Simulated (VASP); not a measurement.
FePt (L1_0): the lattice constant a from VASP (plane waves, PAW) at several levels of theory. Static lattice.

| level | lattice constant a (Å) |
|---|---|
| LDA | 2.657 |
| PBE | 2.723 |
| PBEsol | 2.682 |
| SCAN | 2.699 |
| r2SCAN | 2.731 |

The cell of the LDA run:

```cif
data_FePt
_chemical_formula_sum 'Fe1 Pt1'
_space_group_name_H-M_alt 'P 1'
_space_group_IT_number 1
_cell_length_a 2.65700
_cell_length_b 2.65700
_cell_length_c 3.68713
_cell_angle_alpha 90.000
_cell_angle_beta 90.000
_cell_angle_gamma 90.000
loop_
_space_group_symop_operation_xyz
  'x, y, z'
loop_
_atom_site_label
_atom_site_type_symbol
_atom_site_fract_x
_atom_site_fract_y
_atom_site_fract_z
_atom_site_occupancy
Fe1 Fe 0.00000 0.00000 0.00000 1
Pt1 Pt 0.50000 0.50000 0.50000 1
```
Starting moments (μB, in the order of the record's atoms Fe Pt): 2.7 0.3.

Only levels that ran to the end are used. Left out are those held back, those with too coarse a band path, GW runs whose mesh misses a band edge, hybrids' fits of cells that aren't cubic and levels without matching references; a question may draw on a part of the rest.

The compound is FePt in the L1_0 structure.
